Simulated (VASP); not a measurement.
Method: PBEsol GGA, VASP's PBE PAW potentials (set 64) (plane waves; VASP).

The input files of a VASP run:

File KPOINTS:
```
Automatic mesh
0
Gamma
17 17 10
0 0 0
```

### POSCAR
```
Os
1
    1.3655122619    -2.3651362633     0.0000000000
    1.3655122619     2.3651362633    -0.0000000000
    0.0000000000    -0.0000000000     4.3063918182
Os
2
Direct
  0.3333330000   0.6666670000   0.2500000000
  0.6666670000   0.3333330000   0.7500000000
```

**INCAR**
```
SYSTEM  =  Os
PREC  =  Accurate; ENCUT  =  520; LREAL  =  F
LASPH  =  T
EDIFF  =  1E-7; NELM  =  100; ALGO  =  Normal
LMAXMIX  =  6
ISMEAR  =  -5
GGA  =  PS
ISIF  =  2
LWAVE  =  F; LCHARG  =  T; LORBIT  =  11
NEDOS  =  601
```

POTCAR, in this order: Os (PBE.64 set). Program: vasp_std.

Output of the run:

OSZICAR:
```
       N       E                     dE             d eps       ncg     rms          rms(c)
DAV:   1     0.102723319889E+03    0.10272E+03   -0.76507E+03  4752   0.128E+03
DAV:   2    -0.187576605486E+02   -0.12148E+03   -0.10929E+03  5048   0.400E+02
DAV:   3    -0.258604470613E+02   -0.71028E+01   -0.65726E+01  5932   0.784E+01
DAV:   4    -0.260305112805E+02   -0.17006E+00   -0.16838E+00  5068   0.124E+01
DAV:   5    -0.260326509608E+02   -0.21397E-02   -0.21359E-02  5544   0.112E+00    0.245E+01
DAV:   6    -0.248408191237E+02    0.11918E+01   -0.13249E+00  5104   0.106E+01    0.111E+01
DAV:   7    -0.244946933055E+02    0.34613E+00   -0.89855E-01  5444   0.867E+00    0.487E-01
DAV:   8    -0.244879896356E+02    0.67037E-02   -0.81098E-03  4876   0.757E-01    0.289E-01
DAV:   9    -0.244855247745E+02    0.24649E-02   -0.14970E-03  5132   0.486E-01    0.628E-02
DAV:  10    -0.244855614661E+02   -0.36692E-04   -0.62029E-05  5216   0.833E-02    0.114E-02
DAV:  11    -0.244855229064E+02    0.38560E-04   -0.73544E-06  4944   0.318E-02    0.148E-03
DAV:  12    -0.244855216246E+02    0.12819E-05   -0.19255E-07  4592   0.479E-03    0.903E-04
DAV:  13    -0.244855212503E+02    0.37428E-06   -0.97719E-09  2504   0.984E-04    0.179E-04
DAV:  14    -0.244855212074E+02    0.42930E-07   -0.16331E-09  2448   0.405E-04
   1 F= -.24485521E+02 E0= -.24485521E+02  d E =0.000000E+00
```

OUTCAR:
```
------------------------ aborting loop because EDIFF is reached ----------------------------------------
  FORCE on cell =-STRESS in cart. coord.  units (eV):
  Direction    XX          YY          ZZ          XY          YZ          ZX
  --------------------------------------------------------------------------------------
  Total       -0.0272492     -0.0272492      0.0232111      0.0000000      0.0000000      0.0000000
  in kB       -1.5695298     -1.5695293      1.3369369      0.0000000      0.0000000      0.0000000
  external PRESSURE =      -0.6007074 kB  Pullay stress =       0.0000000 kB
  volume of cell :       27.82
      direct lattice vectors                 reciprocal lattice vectors
     1.365512262 -2.365136263  0.000000000     0.366162951 -0.211404310  0.000000000
     1.365512262  2.365136263  0.000000000     0.366162951  0.211404310  0.000000000
     0.000000000  0.000000000  4.306391818     0.000000000  0.000000000  0.232212962
 POSITION                                       TOTAL-FORCE (eV/Angst)
 -----------------------------------------------------------------------------------
      1.36551      0.78838      1.07660         0.000000      0.000000      0.000000
      1.36551     -0.78838      3.22979        -0.000000     -0.000000      0.000000
 -----------------------------------------------------------------------------------
    total drift:                               -0.000001      0.000021     -0.000020
  FREE ENERGIE OF THE ION-ELECTRON SYSTEM (eV)
  ---------------------------------------------------
  free  energy   TOTEN  =       -24.4855212074 eV

  energy  without entropy=      -24.4855212074  energy(sigma->0) =      -24.48552121

 total charge

# of ion       s       p       d       tot
------------------------------------------
    1        0.665   0.802   6.037   7.503
    2        0.665   0.802   6.037   7.503
--------------------------------------------------
tot          1.329   1.603  12.073  15.006
```
(Selected blocks of OUTCAR.)

For a metal the tetrahedron method with Blöchl corrections gives inexact stress and forces.

The compound is Os in the hcp structure. It was relaxed first.
